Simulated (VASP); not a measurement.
An input for Quantum ESPRESSO's pw.x (written as the equivalent of a VASP run, and not itself run):

```
&CONTROL
  calculation = 'vc-relax'
  pseudo_dir = './pseudo'
  outdir = './out'
  tprnfor = .true.
  tstress = .true.
  nstep = 40
  forc_conv_thr = 0.00078
/
&SYSTEM
  ibrav = 0
  nat = 2
  ntyp = 2
  ecutwfc = 84
  occupations = 'smearing'
  smearing = 'gaussian'
  degauss = 0.003675
  input_dft = 'pbe'
/
&ELECTRONS
  conv_thr = 7.3e-08
  electron_maxstep = 100
/
&IONS
/
&CELL
  press = 200
/
ATOMIC_SPECIES
  Al 26.982 Al.upf
  As 74.922 As.upf
CELL_PARAMETERS angstrom
     0.0000000    2.6852983    2.6852983
     2.6852983    0.0000000    2.6852983
     2.6852983    2.6852983    0.0000000
ATOMIC_POSITIONS crystal
  Al   0.0000000  1.0000000  1.0000000
  As   0.2500000  0.2500000  0.2500000
K_POINTS automatic
  9 9 9 0 0 0
```

Translate this input to VASP (INCAR, KPOINTS, POSCAR, choice of POTCAR).

One answer among several that fit: 
POSCAR:
```
AlAs
1.0
  0.0000000000   2.6852982526   2.6852982526
  2.6852982526   0.0000000000   2.6852982526
  2.6852982526   2.6852982526   0.0000000000
Al As
1 1
direct
  0.0000000000   1.0000000000   1.0000000000
  0.2500000000   0.2500000000   0.2500000000
```

KPOINTS:
```
Automatic mesh
0
Gamma
9 9 9
0 0 0
```

INCAR:
```
SYSTEM = AlAs
PREC = Accurate
ENCUT = 500
EDIFF = 1E-6
NELM = 100
ALGO = Normal
LREAL = .FALSE.
LASPH = .TRUE.
ISMEAR = 0
SIGMA = 0.05
GGA = PE
LMAXMIX = 4
LWAVE = .FALSE.
LCHARG = .FALSE.
IBRION = 2
ISIF = 3
NSW = 40
EDIFFG = -0.02
PSTRESS = 200
```

POTCAR, in this order: Al As (PBE.64 set). Program: vasp_std.

What does not carry over: the potentials are each code's own (VASP's PAW set, PseudoDojo norm-conserving files in pw.x), so ENCUT and ecutwfc are chosen apart and not converted; conv_thr bounds pw.x's estimated SCF error, while EDIFF bounds the energy change between steps; forc_conv_thr acts on force components and is met together with etot_conv_thr.

The compound is AlAs in the zinc blende structure. It was relaxed first under an external pressure of 20 GPa.
